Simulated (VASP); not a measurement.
Calculation: PBEsol GGA, VASP's PBE PAW potentials (set 64) (plane waves; VASP).

VASP ran on this input.

POSCAR:
```
SnO2(110) slab
1.0
  3.2199587253   0.0000000000   0.0000000000
  0.0000000000   6.7462327519   0.0000000000
  0.0000000000   0.0000000000  25.2152577658
O Sn
12 6
direct
  0.0000000000   0.5000000000   0.3145910000
  0.0000000000   0.0000000000   0.4483640000
  0.5000000000   0.8070000000   0.3662270000
  0.5000000000   0.1930000000   0.3662270000
  0.0000000000   0.5000000000   0.4178630000
  0.0000000000   0.5000000000   0.5821370000
  0.5000000000   0.3070000000   0.5000000000
  0.5000000000   0.6930000000   0.5000000000
  0.0000000000   0.0000000000   0.5516360000
  0.5000000000   0.8070000000   0.6337730000
  0.5000000000   0.1930000000   0.6337730000
  0.0000000000   0.5000000000   0.6854090000
  0.0000000000   0.0000000000   0.3662270000
  0.5000000000   0.5000000000   0.3662270000
  0.0000000000   0.5000000000   0.5000000000
  0.5000000000   0.0000000000   0.5000000000
  0.0000000000   0.0000000000   0.6337730000
  0.5000000000   0.5000000000   0.6337730000
```

INCAR:
```
LWAVE  =  .True.
NELM  =  100
LDIPOL  =  .True.
LREAL  =  Auto   # projection in real space or not
ENCUT  =  450   # plane-wave cut-off (eV)
IDIPOL  =  3
LASPH  =  .True.   # aspherical one-centre terms
ISIF  =  2   # forces and stress, cell fixed
NELMIN  =  4
ALGO  =  Normal
GGA  =  PS   # PBEsol
EDIFF  =  1E-5
EDIFFG  =  -0.03   # ionic stop
LCHARG  =  .False.
IBRION  =  2
SYSTEM  =  SnO2(110) slab
ISMEAR  =  0   # Gaussian
SIGMA  =  0.05   # width (eV)
NSW  =  50
DIPOL  =  0.5 0.5 0.5
LMAXMIX  =  4
PREC  =  Normal
```

KPOINTS:
```
kpoints
0
gamma
  6 3 1
0 0 0
```

POTCAR, in this order: O Sn_d (PBE.64 set). Program: vasp_std.

The run wrote:

OUTCAR:
```
 ion  position               nearest neighbor table
   1  0.000  0.500  0.315-  14 2.07  14 2.07
   2  0.000  0.000  0.448-  16 2.07  16 2.07  13 2.07
   3  0.500  0.807  0.366-  13 2.07  13 2.07  14 2.07
   4  0.500  0.193  0.366-  13 2.07  13 2.07  14 2.07
   5  0.000  0.500  0.418-  14 2.07  14 2.07  15 2.07
   6  0.000  0.500  0.582-  18 2.07  18 2.07  15 2.07
   7  0.500  0.307  0.500-  15 2.07  15 2.07  16 2.07
   8  0.500  0.693  0.500-  15 2.07  15 2.07  16 2.07
   9  0.000  0.000  0.552-  16 2.07  16 2.07  17 2.07
  10  0.500  0.807  0.634-  17 2.07  17 2.07  18 2.07
  11  0.500  0.193  0.634-  17 2.07  17 2.07  18 2.07
  12  0.000  0.500  0.685-  18 2.07  18 2.07
  13  0.000  0.000  0.366-   3 2.07   4 2.07   3 2.07   4 2.07   2 2.07  14 3.74  14 3.74  14 3.74
                            14 3.74  16 3.74  16 3.74
  14  0.500  0.500  0.366-   5 2.07   5 2.07   1 2.07   1 2.07   4 2.07   3 2.07  13 3.74  13 3.74
                            13 3.74  13 3.74  15 3.74  15 3.74
  15  0.000  0.500  0.500-   7 2.07   8 2.07   7 2.07   8 2.07   5 2.07   6 2.07  16 3.74  16 3.74
                            16 3.74  16 3.74  14 3.74  18 3.74  18 3.74  14 3.74
  16  0.500  0.000  0.500-   2 2.07   9 2.07   2 2.07   9 2.07   8 2.07   7 2.07  15 3.74  15 3.74
                            15 3.74  15 3.74  13 3.74  17 3.74  17 3.74  13 3.74
  17  0.000  0.000  0.634-  10 2.07  11 2.07  10 2.07  11 2.07   9 2.07  18 3.74  18 3.74  18 3.74
                            18 3.74  16 3.74  16 3.74
  18  0.500  0.500  0.634-   6 2.07   6 2.07  12 2.07  12 2.07  11 2.07  10 2.07  17 3.74  17 3.74
                            17 3.74  17 3.74  15 3.74  15 3.74
...
```

OSZICAR:
```
...
DAV:   8    -0.115662607272E+03   -0.32818E-04   -0.84307E-06  1129   0.166E-02    0.339E-03
DAV:   9    -0.115662628326E+03   -0.21054E-04   -0.42123E-06  1139   0.114E-02    0.215E-03
DAV:  10    -0.115662648841E+03   -0.20516E-04   -0.23925E-06  1139   0.830E-03    0.147E-03
DAV:  11    -0.115662661995E+03   -0.13154E-04   -0.14503E-06  1147   0.568E-03    0.121E-03
DAV:  12    -0.115662673072E+03   -0.11076E-04   -0.12408E-06  1102   0.403E-03    0.438E-04
DAV:  13    -0.115662678063E+03   -0.49909E-05   -0.47809E-07  1054   0.336E-03
   5 F= -.11566268E+03 E0= -.11566268E+03  d E =-.139381E+00
       N       E                     dE             d eps       ncg     rms          rms(c)
DAV:   1    -0.115642545942E+03    0.20127E-01   -0.17103E+01  1592   0.145E+01    0.906E-01
DAV:   2    -0.115688793887E+03   -0.46248E-01   -0.52096E-01  1792   0.303E+00    0.335E-01
DAV:   3    -0.115687739996E+03    0.10539E-02   -0.14755E-02  2032   0.622E-01    0.231E-01
DAV:   4    -0.115687171932E+03    0.56806E-03   -0.31249E-03  2064   0.300E-01    0.971E-02
DAV:   5    -0.115687270909E+03   -0.98977E-04   -0.12075E-03  1883   0.183E-01    0.335E-02
DAV:   6    -0.115687328640E+03   -0.57731E-04   -0.39397E-04  1883   0.886E-02    0.264E-02
DAV:   7    -0.115687327249E+03    0.13909E-05   -0.39986E-05  1534   0.369E-02
   6 F= -.11568733E+03 E0= -.11568733E+03  d E =-.246492E-01
       N       E                     dE             d eps       ncg     rms          rms(c)
DAV:   1    -0.115687326810E+03    0.18302E-05   -0.11098E-03  1702   0.120E-01    0.110E-02
DAV:   2    -0.115687329967E+03   -0.31569E-05   -0.41105E-05  1531   0.289E-02    0.304E-03
DAV:   3    -0.115687330258E+03   -0.29138E-06   -0.26144E-06   964   0.874E-03    0.181E-03
DAV:   4    -0.115687330415E+03   -0.15656E-06   -0.65917E-07   950   0.480E-03
   7 F= -.11568733E+03 E0= -.11568733E+03  d E =-.246524E-01
       N       E                     dE             d eps       ncg     rms          rms(c)
DAV:   1    -0.115669875435E+03    0.17455E-01   -0.16641E+01  1512   0.139E+01    0.853E-01
DAV:   2    -0.115712171863E+03   -0.42296E-01   -0.47136E-01  1683   0.277E+00    0.314E-01
DAV:   3    -0.115710862319E+03    0.13095E-02   -0.10555E-02  2171   0.584E-01    0.208E-01
DAV:   4    -0.115710151159E+03    0.71116E-03   -0.29438E-03  2340   0.377E-01    0.798E-02
DAV:   5    -0.115710292248E+03   -0.14109E-03   -0.19004E-03  2003   0.197E-01    0.335E-02
DAV:   6    -0.115710305718E+03   -0.13470E-04   -0.21021E-04  1721   0.684E-02    0.226E-02
DAV:   7    -0.115710312468E+03   -0.67495E-05   -0.16109E-05  1114   0.413E-02
   8 F= -.11571031E+03 E0= -.11571031E+03  d E =-.229821E-01
       N       E                     dE             d eps       ncg     rms          rms(c)
DAV:   1    -0.115699554352E+03    0.10751E-01   -0.57465E+00  1512   0.816E+00    0.500E-01
DAV:   2    -0.115713940104E+03   -0.14386E-01   -0.16057E-01  1668   0.162E+00    0.180E-01
DAV:   3    -0.115713490404E+03    0.44970E-03   -0.35513E-03  2113   0.334E-01    0.120E-01
DAV:   4    -0.115713257355E+03    0.23305E-03   -0.97982E-04  2299   0.216E-01    0.457E-02
DAV:   5    -0.115713313750E+03   -0.56395E-04   -0.65587E-04  1929   0.114E-01    0.195E-02
DAV:   6    -0.115713325894E+03   -0.12145E-04   -0.71217E-05  1588   0.388E-02    0.135E-02
DAV:   7    -0.115713339712E+03   -0.13818E-04   -0.61396E-06  1067   0.260E-02    0.615E-03
DAV:   8    -0.115713354841E+03   -0.15129E-04   -0.59467E-06  1075   0.131E-02    0.242E-03
DAV:   9    -0.115713366726E+03   -0.11886E-04   -0.22699E-06  1067   0.884E-03    0.137E-03
DAV:  10    -0.115713379259E+03   -0.12533E-04   -0.12322E-06  1086   0.588E-03    0.110E-03
DAV:  11    -0.115713386296E+03   -0.70367E-05   -0.54994E-07  1043   0.362E-03
   9 F= -.11571339E+03 E0= -.11571339E+03  d E =-.260559E-01
       N       E                     dE             d eps       ncg     rms          rms(c)
DAV:   1    -0.115711800429E+03    0.15788E-02   -0.64118E+00  1528   0.893E+00    0.499E-01
DAV:   2    -0.115728765610E+03   -0.16965E-01   -0.18258E-01  1736   0.165E+00    0.173E-01
DAV:   3    -0.115728860040E+03   -0.94430E-04   -0.50007E-03  2048   0.318E-01    0.127E-01
DAV:   4    -0.115728845815E+03    0.14226E-04   -0.53130E-04  1982   0.111E-01    0.686E-02
DAV:   5    -0.115728893661E+03   -0.47846E-04   -0.15319E-04  1741   0.657E-02    0.191E-02
DAV:   6    -0.115728909530E+03   -0.15869E-04   -0.56483E-05  1678   0.342E-02    0.965E-03
DAV:   7    -0.115728910174E+03   -0.64420E-06   -0.46441E-06   960   0.110E-02
  10 F= -.11572891E+03 E0= -.11572891E+03  d E =-.155239E-01
       N       E                     dE             d eps       ncg     rms          rms(c)
DAV:   1    -0.115630515640E+03    0.98394E-01   -0.44388E+01  1552   0.236E+01    0.134E+00
DAV:   2    -0.115751687341E+03   -0.12117E+00   -0.13131E+00  1672   0.441E+00    0.481E-01
DAV:   3    -0.115752106027E+03   -0.41869E-03   -0.36489E-02  2126   0.904E-01    0.346E-01
DAV:   4    -0.115751823681E+03    0.28235E-03   -0.42185E-03  1970   0.325E-01    0.187E-01
DAV:   5    -0.115752158253E+03   -0.33457E-03   -0.10132E-03  1973   0.182E-01    0.613E-02
DAV:   6    -0.115752297211E+03   -0.13896E-03   -0.42080E-04  1724   0.946E-02    0.248E-02
DAV:   7    -0.115752303270E+03   -0.60590E-05   -0.65967E-05  1680   0.366E-02
  11 F= -.11575230E+03 E0= -.11575230E+03  d E =-.389170E-01
       N       E                     dE             d eps       ncg     rms          rms(c)
DAV:   1    -0.115738340828E+03    0.13956E-01   -0.58812E+00  1528   0.854E+00    0.482E-01
DAV:   2    -0.115753597105E+03   -0.15256E-01   -0.16819E-01  1687   0.158E+00    0.164E-01
DAV:   3    -0.115753794582E+03   -0.19748E-03   -0.46519E-03  2052   0.306E-01    0.120E-01
DAV:   4    -0.115753970105E+03   -0.17552E-03   -0.48961E-04  1924   0.107E-01    0.662E-02
DAV:   5    -0.115754070368E+03   -0.10026E-03   -0.13682E-04  1756   0.634E-02    0.191E-02
DAV:   6    -0.115754089002E+03   -0.18634E-04   -0.55166E-05  1728   0.334E-02    0.928E-03
DAV:   7    -0.115754090881E+03   -0.18792E-05   -0.46493E-06   963   0.110E-02
  12 F= -.11575409E+03 E0= -.11575409E+03  d E =-.407046E-01
       N       E                     dE             d eps       ncg     rms          rms(c)
DAV:   1    -0.115754335790E+03   -0.24679E-03   -0.67956E-01  1688   0.286E+00    0.209E-01
DAV:   2    -0.115756227340E+03   -0.18915E-02   -0.21408E-02  1760   0.600E-01    0.642E-02
DAV:   3    -0.115756227349E+03   -0.88294E-08   -0.69025E-04  2051   0.134E-01    0.456E-02
DAV:   4    -0.115756209487E+03    0.17862E-04   -0.11049E-04  1846   0.511E-02    0.201E-02
DAV:   5    -0.115756207751E+03    0.17356E-05   -0.27454E-05  1504   0.282E-02
  13 F= -.11575621E+03 E0= -.11575621E+03  d E =-.211687E-02
       N       E                     dE             d eps       ncg     rms          rms(c)
DAV:   1    -0.115756188243E+03    0.21244E-04   -0.33484E-02  1719   0.634E-01    0.487E-02
DAV:   2    -0.115756279779E+03   -0.91536E-04   -0.10384E-03  1745   0.131E-01    0.137E-02
DAV:   3    -0.115756279344E+03    0.43566E-06   -0.30127E-05  1267   0.294E-02    0.955E-03
DAV:   4    -0.115756278761E+03    0.58306E-06   -0.80727E-06   892   0.142E-02
  14 F= -.11575628E+03 E0= -.11575628E+03  d E =-.218788E-02
       N       E                     dE             d eps       ncg     rms          rms(c)
DAV:   1    -0.115756301050E+03   -0.21706E-04   -0.24956E-02  1567   0.550E-01    0.339E-02
DAV:   2    -0.115756368142E+03   -0.67092E-04   -0.79549E-04  1907   0.119E-01    0.129E-02
DAV:   3    -0.115756365985E+03    0.21572E-05   -0.18587E-05  1192   0.266E-02    0.904E-03
DAV:   4    -0.115756364247E+03    0.17375E-05   -0.77434E-06  1030   0.221E-02
  15 F= -.11575636E+03 E0= -.11575636E+03  d E =-.854866E-04
```

### OUTCAR
```
------------------------ aborting loop because EDIFF is reached ----------------------------------------
  FORCE on cell =-STRESS in cart. coord.  units (eV):
  Direction    XX          YY          ZZ          XY          YZ          ZX
  --------------------------------------------------------------------------------------
  Total       -9.0259217      2.1907710     -2.1112104     -0.0000000      0.0000000      0.0000000
  in kB      -26.4014090      6.4081479     -6.1754281     -0.0000000      0.0000000      0.0000000
  external PRESSURE =      -8.7228964 kB  Pullay stress =       0.0000000 kB
  volume of cell :      547.74
      direct lattice vectors                 reciprocal lattice vectors
     3.219958725  0.000000000  0.000000000     0.310562987  0.000000000  0.000000000
     0.000000000  6.746232752  0.000000000     0.000000000  0.148230877  0.000000000
     0.000000000  0.000000000 25.215257766     0.000000000  0.000000000  0.039658528
 POSITION                                       TOTAL-FORCE (eV/Angst)
 -----------------------------------------------------------------------------------
      3.21996      3.37312      7.90734         0.000000     -0.000000      0.002929
      0.00000      0.00000     11.30247         0.000000     -0.000000      0.011468
      1.60998      5.49575      9.04705         0.000000      0.009147     -0.011034
      1.60998      1.25048      9.04705         0.000000     -0.009147     -0.011034
      0.00000      3.37312     10.53986         0.000000     -0.000000      0.008807
      0.00000      3.37312     14.67540         0.000000     -0.000000     -0.008807
      1.60998      2.03715     12.60763         0.000000     -0.006777      0.000000
      1.60998      4.70908     12.60763        -0.000000      0.006777      0.000000
      0.00000      0.00000     13.91279         0.000000     -0.000000     -0.011468
      1.60998      5.49575     16.16821         0.000000      0.009147      0.011034
      1.60998      1.25048     16.16821         0.000000     -0.009147      0.011034
      0.00000      3.37312     17.30792        -0.000000     -0.000000     -0.002929
      3.21996      0.00000      9.30052         0.000000     -0.000000     -0.002773
      1.60998      3.37312      9.08780         0.000000     -0.000000     -0.002959
      0.00000      3.37312     12.60763         0.000000     -0.000000      0.000000
      1.60998      0.00000     12.60763         0.000000     -0.000000      0.000000
      3.21996      6.74623     15.91473         0.000000     -0.000000      0.002773
      1.60998      3.37312     16.12746         0.000000     -0.000000      0.002959
 -----------------------------------------------------------------------------------
    total drift:                                0.000000      0.000000      0.000000
  FREE ENERGIE OF THE ION-ELECTRON SYSTEM (eV)
  ---------------------------------------------------
  free  energy   TOTEN  =      -115.7563642473 eV

  energy  without entropy=     -115.7563642473  energy(sigma->0) =     -115.75636425

 reached required accuracy - stopping structural energy minimisation
```
(Selected blocks of OUTCAR.)

**CONTCAR**
```
SnO2(110) slab
   1.00000000000000
     3.2199587253000002    0.0000000000000000    0.0000000000000000
     0.0000000000000000    6.7462327519000000    0.0000000000000000
     0.0000000000000000    0.0000000000000000   25.2152577658000006
  O               Sn
    12     6
Direct
     1.0000000000000000    0.5000000000000000    0.3135934738241864
     0.0000000000000000    0.0000000000000000    0.4482394253250531
     0.5000000000000000    0.8146403099818693    0.3587925615971540
     0.5000000000000000    0.1853596900181305    0.3587925615971540
     0.0000000000000000    0.5000000000000000    0.4179953698428359
     0.0000000000000000    0.5000000000000000    0.5820046301571640
     0.5000000000000000    0.3019687103223185    0.5000000000000000
     0.5000000000000000    0.6980312896776815    0.5000000000000000
     0.0000000000000000    0.0000000000000000    0.5517605746749468
     0.5000000000000000    0.8146403099818693    0.6412074384028457
     0.5000000000000000    0.1853596900181305    0.6412074384028457
     0.0000000000000000    0.5000000000000000    0.6864065261758135
     1.0000000000000000    0.0000000000000000    0.3688450791615129
     0.5000000000000000    0.5000000000000000    0.3604086489993653
     0.0000000000000000    0.5000000000000000    0.5000000000000000
     0.5000000000000000    0.0000000000000000    0.5000000000000000
     1.0000000000000000    1.0000000000000000    0.6311549208384872
     0.5000000000000000    0.5000000000000000    0.6395913510006347
```

At this cut-off the stress carries a Pulay error, which pulls relaxed volumes low.

The cell is a thin slab with vacuum, built from SnO2 (rutile): (110) face.
